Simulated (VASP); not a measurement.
Data:

```
AgCl
1.0
    0.00000     2.80670     2.80670
    2.80670     0.00000     2.80670
    2.80670     2.80670     0.00000
Ag Cl
1 1
Direct
  0.00000   0.00000   0.00000
  0.50000   0.50000   0.50000
```

The numbers are results of PBE GGA with D3 dispersion (Becke-Johnson damping), VASP's PBE PAW potentials (set 64) (plane waves; VASP), not measurements. Run with 520 eV cut-off, 8×8×8 Γ-centred mesh, Gaussian smearing of 0.050 eV, potentials Ag Cl.

Q: Predict the energy per atom (σ→0), pressure, band gap (on the k-mesh) with the smallest direct gap where there is one.

A: 
```json
{
  "band gap (on the k-mesh)": "0.92 eV",
  "smallest direct gap (on the k-mesh)": "3.07 eV",
  "energy per atom (σ→0)": "-3.020 eV/atom",
  "pressure": "-2.53 GPa"
}
```

Total energies compare only between runs with the same potentials, cut-off and functional.

The compound is AgCl in the rock salt structure. This cell is one point of a volume scan, at 1.06 of the reference volume.
